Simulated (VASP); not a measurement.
An input for Quantum ESPRESSO's pw.x (written as the equivalent of a VASP run, and not itself run):

```
&CONTROL
  calculation = 'scf'
  pseudo_dir = './pseudo'
  outdir = './out'
  tprnfor = .true.
  tstress = .true.
/
&SYSTEM
  ibrav = 0
  nat = 3
  ntyp = 2
  ecutwfc = 72
  occupations = 'tetrahedra'
  input_dft = 'pz'
/
&ELECTRONS
  conv_thr = 7.3e-09
  electron_maxstep = 100
/
ATOMIC_SPECIES
  Y 88.906 Y.upf
  Si 28.085 Si.upf
CELL_PARAMETERS angstrom
     4.0249025   -0.0000000   -0.0000000
    -2.0124512    3.4856679    0.0000000
     0.0000000    0.0000000    3.8669102
ATOMIC_POSITIONS crystal
  Y    1.0000000  0.0000000  0.0000000
  Si   0.3333330  0.6666670  0.5000000
  Si   0.6666670  0.3333330  0.5000000
K_POINTS automatic
  10 10 9 0 0 0
```

Q: Translate this input to VASP (INCAR, KPOINTS, POSCAR, choice of POTCAR).

A: One answer among several that fit: 
KPOINTS:
```
K-points
0
Gamma
10 10 9
0 0 0
```

### INCAR
```
! general
SYSTEM  = YSi2
PREC    = Accurate
ENCUT   = 400
LREAL   = F
LASPH   = T

! electronic loop
EDIFF   = 1E-7
NELM    = 100
ALGO    = Normal
LMAXMIX = 4

! smearing
ISMEAR  = -5

! ions
ISIF    = 2

! output
LWAVE   = F
LCHARG  = T
LORBIT  = 11
NEDOS   = 601

! other
LEFG    = T
```

### POSCAR
```
YSi2
1
    4.0249024883    -0.0000000000    -0.0000000000
   -2.0124512442     3.4856679249     0.0000000000
    0.0000000000     0.0000000000     3.8669102384
Y Si
1 2
Direct
  1.0000000000   0.0000000000   0.0000000000
  0.3333330000   0.6666670000   0.5000000000
  0.6666670000   0.3333330000   0.5000000000
```

POTCAR, in this order: Y_sv Si (LDA.64 set). Program: vasp_std.

What does not carry over: the potentials are each code's own (VASP's PAW set, PseudoDojo norm-conserving files in pw.x), so ENCUT and ecutwfc are chosen apart and not converted; conv_thr bounds pw.x's estimated SCF error, while EDIFF bounds the energy change between steps; the field gradients of LEFG aren't asked of the other code.

The structure comes from a computed database's YSi2 entry (P6/mmm); how it stands against other phases isn't given here. It was relaxed first, which changed the volume by -5 %.
